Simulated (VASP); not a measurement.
Consider the following.

```xyz
2
Lattice="0.0000 2.7356 2.7356 2.7356 0.0000 2.7356 2.7356 2.7356 0.0000" Properties=species:S:1:pos:R:3 pbc="T T T"
Al     0.0000     0.0000     0.0000
P      1.3678     1.3678     1.3678
```

Level of theory: PBEsol GGA, VASP's PBE PAW potentials (set 64) (plane waves; VASP). Settings: 480 eV cut-off, 8×8×8 Γ-centred mesh, Gaussian smearing of 0.050 eV, potentials Al P.

**Question.** What does the run give for the energy per atom (σ→0), band gap (on the k-mesh) with the smallest direct gap where there is one?

**Answer.** 
```json
{
 "band gap (on the k-mesh)": "1.45 eV",
 "smallest direct gap (on the k-mesh)": "3.15 eV",
 "energy per atom (σ→0)": "-5.498 eV/atom"
}
```

The compound is AlP in the zinc blende structure. It was relaxed first.
